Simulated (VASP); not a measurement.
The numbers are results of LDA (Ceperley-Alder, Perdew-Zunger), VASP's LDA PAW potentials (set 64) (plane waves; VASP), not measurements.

A VASP calculation is set up with these files.

### INCAR
```
# general
SYSTEM  = Sb
PREC    = Accurate
ENCUT   = 520
LREAL   = .FALSE.
LASPH   = .TRUE.

# electronic loop
EDIFF   = 1E-7
NELM    = 100
ALGO    = Normal
LMAXMIX = 4

# smearing
ISMEAR  = 1
SIGMA   = 0.1

# ions
IBRION  = 2
NSW     = 30
ISIF    = 4
EDIFFG  = -0.01

# output
LWAVE   = .FALSE.
LCHARG  = .FALSE.
```

File POSCAR:
```
Sb
1
    3.9036814916    -2.1717834604    -0.0279796575
    3.9036814916     2.1717834604    -0.0279796575
    2.7210199384     0.0000000000     3.5429090362
Sb
2
Direct
  0.2360310242   0.2360310242   0.2360310242
  0.7639689758   0.7639689758   0.7639689758
```

KPOINTS:
```
Automatic mesh
0
Gamma
10 10 10
0 0 0
```

POTCAR, in this order: Sb (LDA.64 set). Program: vasp_std.

What VASP printed:

File OSZICAR:
```
       N       E                     dE             d eps       ncg     rms          rms(c)
DAV:   1     0.394216102779E+02    0.39422E+02   -0.36152E+03  2088   0.872E+02
DAV:   2    -0.782305601299E+01   -0.47245E+02   -0.46228E+02  2997   0.127E+02
DAV:   3    -0.962643878165E+01   -0.18034E+01   -0.17656E+01  2626   0.304E+01
DAV:   4    -0.964253784559E+01   -0.16099E-01   -0.16092E-01  2556   0.321E+00
DAV:   5    -0.964266409505E+01   -0.12625E-03   -0.12625E-03  2454   0.305E-01    0.305E+00
DAV:   6    -0.962907419576E+01    0.13590E-01   -0.28990E-03  2332   0.348E-01    0.181E+00
DAV:   7    -0.962107544742E+01    0.79987E-02   -0.67629E-03  2183   0.529E-01    0.586E-02
DAV:   8    -0.962109314601E+01   -0.17699E-04   -0.12715E-04  2236   0.990E-02    0.164E-02
DAV:   9    -0.962109644163E+01   -0.32956E-05   -0.98451E-06  2441   0.230E-02    0.410E-03
DAV:  10    -0.962109607028E+01    0.37135E-06   -0.16122E-06  2410   0.808E-03    0.664E-04
DAV:  11    -0.962109609261E+01   -0.22331E-07   -0.12389E-07  1507   0.262E-03
   1 F= -.96210961E+01 E0= -.96210815E+01  d E =-.962110E+01
       N       E                     dE             d eps       ncg     rms          rms(c)
DAV:   1    -0.962219071408E+01   -0.10946E-02   -0.26991E-02  2226   0.102E+00    0.399E-02
DAV:   2    -0.962224918336E+01   -0.58469E-04   -0.71750E-04  2232   0.228E-01    0.153E-02
DAV:   3    -0.962224513389E+01    0.40495E-05   -0.11497E-05  2618   0.291E-02    0.686E-03
DAV:   4    -0.962224443124E+01    0.70265E-06   -0.18568E-06  2235   0.811E-03    0.183E-03
DAV:   5    -0.962224443172E+01   -0.48362E-09   -0.53528E-08  1178   0.198E-03
   2 F= -.96222444E+01 E0= -.96222462E+01  d E =-.114834E-02
       N       E                     dE             d eps       ncg     rms          rms(c)
DAV:   1    -0.962285878940E+01   -0.61436E-03   -0.71398E-02  2225   0.167E+00    0.676E-02
DAV:   2    -0.962301372732E+01   -0.15494E-03   -0.19132E-03  2237   0.371E-01    0.247E-02
DAV:   3    -0.962300274451E+01    0.10983E-04   -0.30468E-05  2619   0.472E-02    0.113E-02
DAV:   4    -0.962300068753E+01    0.20570E-05   -0.53702E-06  2235   0.137E-02    0.299E-03
DAV:   5    -0.962300068932E+01   -0.17895E-08   -0.15240E-07  1651   0.329E-03
   3 F= -.96230007E+01 E0= -.96230206E+01  d E =-.190460E-02
       N       E                     dE             d eps       ncg     rms          rms(c)
DAV:   1    -0.962300090286E+01   -0.21532E-06   -0.75109E-05  2220   0.540E-02    0.219E-03
DAV:   2    -0.962300107104E+01   -0.16819E-06   -0.20351E-06  2236   0.121E-02    0.805E-04
DAV:   3    -0.962300105941E+01    0.11630E-07   -0.30050E-08  1216   0.157E-03
   4 F= -.96230011E+01 E0= -.96230213E+01  d E =-.190497E-02
       N       E                     dE             d eps       ncg     rms          rms(c)
DAV:   1    -0.962310532697E+01   -0.10426E-03   -0.34535E-03  2172   0.345E-01    0.245E-02
DAV:   2    -0.962309309814E+01    0.12229E-04   -0.92516E-05  2165   0.759E-02    0.142E-02
DAV:   3    -0.962308562763E+01    0.74705E-05   -0.26772E-05  2551   0.300E-02    0.237E-03
DAV:   4    -0.962308566366E+01   -0.36028E-07   -0.18737E-06  2145   0.107E-02    0.161E-03
DAV:   5    -0.962308564596E+01    0.17699E-07   -0.13891E-07  1181   0.269E-03
   5 F= -.96230856E+01 E0= -.96231021E+01  d E =-.845865E-04
```

OUTCAR:
```
------------------------ aborting loop because EDIFF is reached ----------------------------------------
  FORCE on cell =-STRESS in cart. coord.  units (eV):
  Direction    XX          YY          ZZ          XY          YZ          ZX
  --------------------------------------------------------------------------------------
  Total       -0.4983870     -0.5242714     -0.5214323      0.0000000      0.0000000      0.0085729
  in kB      -13.2194164    -13.9059848    -13.8306773      0.0000000      0.0000000      0.2273907
  external PRESSURE =     -13.6520262 kB  Pullay stress =       0.0000000 kB
  volume of cell :       60.40
      direct lattice vectors                 reciprocal lattice vectors
     3.919728801 -2.166542829 -0.019477509     0.127071511 -0.230782421 -0.098274378
     3.919728801  2.166542829 -0.019477509     0.127071511  0.230782421 -0.098274378
     2.739921117 -0.000000000  3.542794378     0.001397223 -0.000000000  0.281182483
 POSITION                                       TOTAL-FORCE (eV/Angst)
 -----------------------------------------------------------------------------------
      2.48273     -0.00000      0.82227         0.003772     -0.000000      0.001249
      8.09665     -0.00000      2.68157        -0.003772      0.000000     -0.001249
 -----------------------------------------------------------------------------------
    total drift:                               -0.000000     -0.000000     -0.000000
  FREE ENERGIE OF THE ION-ELECTRON SYSTEM (eV)
  ---------------------------------------------------
  free  energy   TOTEN  =        -9.6230856460 eV

  energy  without entropy=       -9.6231351494  energy(sigma->0) =       -9.62310215

 reached required accuracy - stopping structural energy minimisation
```
(Selected blocks of OUTCAR.)

**CONTCAR**
```
Sb
   1.00000000000000
     3.9197288012426958   -2.1665428293199547   -0.0194775089757387
     3.9197288012426958    2.1665428293199547   -0.0194775089757387
     2.7399211167942634   -0.0000000000000000    3.5427943778337916
  Sb
     2
Direct
     0.2346759895849581    0.2346759895849581    0.2346759895928054
     0.7653240104150419    0.7653240104150419    0.7653240104071946
```

The compound is Sb in the a7 structure. This cell is one point of a volume scan, at 1.03 of the reference volume. Symmetry was kept, so distortions that lower it aren't found.
